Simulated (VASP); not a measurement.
Output of a VASP run:

### OUTCAR
```
 ion  position               nearest neighbor table
   1  0.000  0.000  0.000-   2 2.24   2 2.24   2 2.24   2 2.24   2 2.24   2 2.24
   2  0.500  0.500  0.500-   1 2.24   1 2.24   1 2.24   1 2.24   1 2.24   1 2.24
  LATTYP: Found a face centered cubic cell.
 ALAT       =     4.4849036086
 Subroutine PRICEL returns:
 Original cell was already a primitive cell.
 Subroutine GETGRP returns: Found 48 space group operations
The static configuration has the point symmetry O_h .
The dynamic configuration has the point symmetry O_h .
 Subroutine INISYM returns: Found 48 space group operations
 Subroutine IBZKPT returns following result:
 Found     84 irreducible k-points:

 Following reciprocal coordinates:
            Coordinates               Weight
  0.000000  0.000000  0.000000      1.000000
  0.076923  0.000000  0.000000      8.000000
  0.153846  0.000000  0.000000      8.000000
  0.230769  0.000000  0.000000      8.000000
  0.307692  0.000000  0.000000      8.000000
  0.384615  0.000000  0.000000      8.000000
  0.461538  0.000000  0.000000      8.000000
  0.076923  0.076923  0.000000      6.000000
  0.153846  0.076923  0.000000     24.000000
  0.230769  0.076923  0.000000     24.000000
  0.307692  0.076923  0.000000     24.000000
  0.384615  0.076923  0.000000     24.000000
  0.461538  0.076923  0.000000     24.000000
 -0.461538  0.076923  0.000000     24.000000
 -0.384615  0.076923  0.000000     24.000000
 -0.307692  0.076923  0.000000     24.000000
 -0.230769  0.076923  0.000000     24.000000
 -0.153846  0.076923  0.000000     24.000000
 -0.076923  0.076923  0.000000     12.000000
  0.153846  0.153846  0.000000      6.000000
  0.230769  0.153846  0.000000     24.000000
  0.307692  0.153846  0.000000     24.000000
  0.384615  0.153846  0.000000     24.000000
  0.461538  0.153846  0.000000     24.000000
 -0.461538  0.153846  0.000000     24.000000
 -0.384615  0.153846  0.000000     24.000000
 -0.307692  0.153846  0.000000     24.000000
 -0.230769  0.153846  0.000000     24.000000
 -0.153846  0.153846  0.000000     12.000000
  0.230769  0.230769  0.000000      6.000000
  0.307692  0.230769  0.000000     24.000000
  0.384615  0.230769  0.000000     24.000000
  0.461538  0.230769  0.000000     24.000000
 -0.461538  0.230769  0.000000     24.000000
 -0.384615  0.230769  0.000000     24.000000
 -0.307692  0.230769  0.000000     24.000000
 -0.230769  0.230769  0.000000     12.000000
  0.307692  0.307692  0.000000      6.000000
  0.384615  0.307692  0.000000     24.000000
  0.461538  0.307692  0.000000     24.000000
   k-points           NKPTS =     84   k-points in BZ     NKDIM =     84   number of bands    NBANDS=     11
   number of dos      NEDOS =    301   number of ions     NIONS =      2
   total plane-waves  NPLWV =  13824
   dimension x,y,z NGX =    24 NGY =   24 NGZ =   24
   dimension x,y,z NGXF=    48 NGYF=   48 NGZF=   48
   ions per type =               1   1
   PREC   = accura    normal or accurate (medium, high low for compatibility)
   ISTART =      0    job   : 0-new  1-cont  2-samecut
   ICHARG =      2    charge: 1-file 2-atom 10-const
   ISPIN  =      1    spin polarized calculation?
   LNONCOLLINEAR =      F non collinear calculations
   LSORBIT =      F    spin-orbit coupling
   INIWAV =      1    electr: 0-lowe 1-rand  2-diag
   ENCUT  =  520.0 eV  38.22 Ry    6.18 a.u.   5.90  5.90  5.90*2*pi/ulx,y,z
   NELM   =    100;   NELMIN=  2; NELMDL= -5     # of ELM steps
   EDIFF  = 0.1E-05   stopping-criterion for ELM
   LREAL  =      F    real-space projection
   NLSPLINE    = F    spline interpolate recip. space projectors
   LMAXMIX     =    6 max onsite mixed and CHGCAR
   VOSKOWN=      0    Vosko Wilk Nusair interpolation
   EDIFFG = -.1E-01   stopping-criterion for IOM
   NSW    =     60    number of steps for IOM
   NBLOCK =      1;   KBLOCK =     60    inner block; outer block
   IBRION =      2    ionic relax: 0-MD 1-quasi-New 2-CG
...
```

OSZICAR:
```
       N       E                     dE             d eps       ncg     rms          rms(c)
DAV:   1     0.380050173021E+02    0.38005E+02   -0.81392E+03  1848   0.128E+03
DAV:   2    -0.228335831503E+02   -0.60839E+02   -0.57329E+02  2401   0.255E+02
DAV:   3    -0.251405770070E+02   -0.23070E+01   -0.22884E+01  2359   0.424E+01
DAV:   4    -0.251614510931E+02   -0.20874E-01   -0.20826E-01  2171   0.402E+00
DAV:   5    -0.251618024207E+02   -0.35133E-03   -0.35127E-03  2394   0.375E-01    0.531E+01
DAV:   6    -0.226032535273E+02    0.25585E+01   -0.13151E+01  2165   0.262E+01    0.431E+01
DAV:   7    -0.225315102596E+02    0.71743E-01   -0.60002E-01  2103   0.710E+00    0.256E+01
DAV:   8    -0.225152124597E+02    0.16298E-01   -0.89644E-02  2174   0.290E+00    0.468E+00
DAV:   9    -0.225087123239E+02    0.65001E-02   -0.37935E-02  2166   0.139E+00    0.165E+00
DAV:  10    -0.225082452868E+02    0.46704E-03   -0.25350E-03  2199   0.446E-01    0.422E-02
DAV:  11    -0.225082543101E+02   -0.90233E-05   -0.86857E-05  2216   0.998E-02    0.610E-02
DAV:  12    -0.225082515935E+02    0.27166E-05   -0.10671E-05  2178   0.300E-02    0.130E-02
DAV:  13    -0.225082515028E+02    0.90673E-07   -0.56753E-07  1164   0.819E-03
   1 F= -.22508252E+02 E0= -.22508138E+02  d E =-.225083E+02
```

### OUTCAR
```
------------------------ aborting loop because EDIFF is reached ----------------------------------------
  FORCE on cell =-STRESS in cart. coord.  units (eV):
  Direction    XX          YY          ZZ          XY          YZ          ZX
  --------------------------------------------------------------------------------------
  Total       -0.0141988     -0.0141988     -0.0141988     -0.0000000     -0.0000000      0.0000000
  in kB       -1.0087019     -1.0087019     -1.0087019     -0.0000000     -0.0000000      0.0000000
  external PRESSURE =      -1.0087019 kB  Pullay stress =       0.0000000 kB
  volume of cell :       22.55
      direct lattice vectors                 reciprocal lattice vectors
     0.000000000  2.242451804  2.242451804    -0.222970232  0.222970232  0.222970232
     2.242451804  0.000000000  2.242451804     0.222970232 -0.222970232  0.222970232
     2.242451804  2.242451804  0.000000000     0.222970232  0.222970232 -0.222970232
 POSITION                                       TOTAL-FORCE (eV/Angst)
 -----------------------------------------------------------------------------------
      0.00000      0.00000      0.00000        -0.000000      0.000000     -0.000000
      2.24245      2.24245      2.24245         0.000000     -0.000000      0.000000
 -----------------------------------------------------------------------------------
    total drift:                                0.000000     -0.000000     -0.000000
  FREE ENERGIE OF THE ION-ELECTRON SYSTEM (eV)
  ---------------------------------------------------
  free  energy   TOTEN  =       -22.5082515028 eV

  energy  without entropy=      -22.5079097737  energy(sigma->0) =      -22.50813759

 reached required accuracy - stopping structural energy minimisation
```
(Selected blocks of OUTCAR.)

**POSCAR**
```
HfN
1
    0.0000000000     2.2424518043     2.2424518043
    2.2424518043     0.0000000000     2.2424518043
    2.2424518043     2.2424518043     0.0000000000
Hf N
1 1
Direct
  0.0000000000   0.0000000000   0.0000000000
  0.5000000000   0.5000000000   0.5000000000
```

Q: Reconstruct the remaining input files.

A: One answer among several that fit: the input of the run itself, AM05 GGA, plane waves, VASP's PBE PAW potentials (set 64).

INCAR:
```
! general
SYSTEM =HfN
PREC   =Accurate
ENCUT  =520   ! plane-wave cut-off (eV)
LREAL  =.False.   ! projection in real space or not
LASPH  =.True.   ! aspherical one-centre terms

! electronic loop
EDIFF  =1E-6   ! SCF stop (eV)
NELM   =100   ! most electronic steps
ALGO   =Normal   ! blocked Davidson
LMAXMIX=6   ! l cut-off of mixed one-centre charges

! smearing
ISMEAR =1
SIGMA  =0.1

! functional
GGA    =AM   ! AM05

! ions
IBRION =2
NSW    =60
ISIF   =3
EDIFFG =-0.01   ! ionic stop

! output
LWAVE  =.False.
LCHARG =.False.
```

**KPOINTS**
```
kpoints
0
G
  13 13 13
0 0 0
```

POTCAR, in this order: Hf_pv N (PBE.64 set). Program: vasp_std.

The compound is HfN in the rock salt structure. It was relaxed first. The start is the result of an earlier pass. The electron count is odd and the run is not spin-polarised, which forces a metal.
